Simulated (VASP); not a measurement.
Given:

```
PtAs
1.0
    0.00000     2.75400     2.75400
    2.75400     0.00000     2.75400
    2.75400     2.75400     0.00000
Pt As
1 1
Direct
  0.00000   0.00000   0.00000
  0.50000   0.50000   0.50000
```

Computed with r2SCAN meta-GGA, VASP's PBE PAW potentials (set 64) (plane waves; VASP 6.6.1). Settings: 400 eV cut-off, 10×10×10 Γ-centred mesh, first-order Methfessel-Paxton smearing of 0.10 eV, potentials Pt As.

Energy and stress use the plane-wave basis of the starting cell.

### Question
The ions, cell shape and volume are relaxed. Predict the relaxed structure.

### Answer

```
PtAs
1.0
    0.00000     2.59662     2.59662
    2.59662     0.00000     2.59662
    2.59662     2.59662     0.00000
Pt As
1 1
Cartesian
  0.00000   0.00000   0.00000
  2.59662   2.59662   2.59662
```
Space group Fm-3m (225), at a tolerance of 0.03 Å.

### Question
How do energy and volume change from the first to the last step?

### Answer
The energy (σ→0) changes by -228.8 meV/atom and the volume by -16.2 %, in 7 ionic steps.

The structure was generated: PtAs was put into the rock salt type (Fm-3m), which need not be its known phase. This run relaxes it. Symmetry was kept, so distortions that lower it aren't found. The electron count is odd and the run is not spin-polarised, which forces a metal.
